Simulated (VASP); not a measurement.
ZnCd2SeS2:

```xyz
6
Lattice="2.0746 1.1978 9.8006 -2.0746 1.1978 9.8006 0.0000 -2.3955 9.8006" Properties=species:S:1:pos:R:3 pbc="T T T"
Zn    0.0000    0.0000   14.7008
Cd    0.0000    0.0000   12.8191
Cd    0.0000    0.0000   16.5825
Se    0.0000    0.0000    0.0000
S     0.0000    0.0000   21.9542
S     0.0000    0.0000    7.4474
```

The cell was built by a generator and needn't be a form met in nature.

| Property | Result |
| --- | --- |
| Program | VASP 6.6.1 |
| Task | relaxation of cell and atoms |
| Functional | PBE |
| Potentials or basis | VASP PAW PBE potentials, release 64 (Zn, Cd, Se, S) |
| Cutoff | 520 eV |
| k mesh | 4 × 4 × 4 |
| Occupations | gaussian, width 0.15 eV |
| Spin | no spin polarisation |

At the start: pressure 23.9 GPa; volume 24.35 Å³/atom.

**Question.** How do energy, volume and symmetry change on relaxing?

**Answer.** Over 17 steps the energy falls by 1219.6 meV/atom and the volume is 38.86 Å³/atom (+59.6 %); space group R-3m (No. 166, to 0.05 Å).

Step by step:
| step | energy change (eV) | largest force (eV/Å) | pressure (GPa) | volume (Å³) |
| --- | --- | --- | --- | --- |
| 1 | 0.0000 | 15.6747 | 23.91 | 146.12 |
| 2 | 34.2181 | 0.4406 | 6.10 | 225.42 |
| 3 | -3.8357 | 0.4459 | 0.20 | 225.36 |
| 4 | -7.2628 | 0.0549 | 0.47 | 223.73 |
| 5 | -7.2706 | 0.2935 | 0.38 | 225.27 |
| 6 | -7.2716 | 0.4704 | 0.32 | 226.17 |
| 7 | -7.2828 | 0.3788 | 0.31 | 227.16 |
| 8 | -7.3070 | 0.0420 | 0.00 | 230.10 |
| 9 | -7.2825 | 1.0884 | -0.31 | 235.96 |
| 10 | -7.3112 | 0.2100 | -0.01 | 231.36 |
| 11 | -7.3116 | 0.3128 | -0.13 | 231.92 |
| 12 | -7.3161 | 0.2011 | 0.05 | 232.43 |
| 13 | -7.3165 | 0.1465 | 0.05 | 232.65 |
| 14 | -7.3164 | 0.1327 | 0.09 | 232.72 |
| 15 | -7.3165 | 0.1489 | -0.02 | 232.68 |
| 16 | -7.3165 | 0.1531 | 0.08 | 232.66 |
| 17 | -7.3177 | 0.0531 | 0.06 | 233.14 |

Final structure:
```yaml
crystal:
  lattice:
    - [2.10040, 1.21267, 15.25548]
    - [-2.10040, 1.21267, 15.25548]
    - [0.00000, -2.42534, 15.25548]
  atoms:
    - { symbol: Zn, position: [0.50000, 0.50000, 0.50000] }
    - { symbol: Cd, position: [0.41072, 0.41072, 0.41072] }
    - { symbol: Cd, position: [0.58928, 0.58928, 0.58928] }
    - { symbol: Se, position: [0.00000, 0.00000, 0.00000] }
    - { symbol: S, position: [0.74663, 0.74663, 0.74663] }
    - { symbol: S, position: [0.25337, 0.25337, 0.25337] }
```

Caveat: the k mesh is coarse (spacing up to 0.44 Å⁻¹), so the values aren't converged; the volume moved by over 15 % at a fixed basis, so the end points are rough.
